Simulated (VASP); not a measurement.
Given:

```yaml
crystal:
  lattice:
    - [1.64299, -2.84574, 0.00000]
    - [1.64299, 2.84574, 0.00000]
    - [0.00000, 0.00000, 5.30473]
  atoms:
    - { symbol: Zn, position: [0.66667, 0.33333, 0.50125] }
    - { symbol: Zn, position: [0.33333, 0.66667, 0.00125] }
    - { symbol: O, position: [0.66667, 0.33333, 0.88075] }
    - { symbol: O, position: [0.33333, 0.66667, 0.38075] }
```

Calculation: PBE GGA, VASP's PBE PAW potentials (set 64) (plane waves; VASP). Settings: 620 eV cut-off, 8×8×4 Γ-centred mesh, Gaussian smearing of 0.050 eV, potentials Zn O.

Problem. Predict the energy per atom (σ→0).

Solution. 
The energy per atom (σ→0) is -4.467 eV/atom.

The absolute energy has meaning only against runs of the same code, potentials and settings.

The compound is ZnO in the wurtzite structure. It was relaxed first.
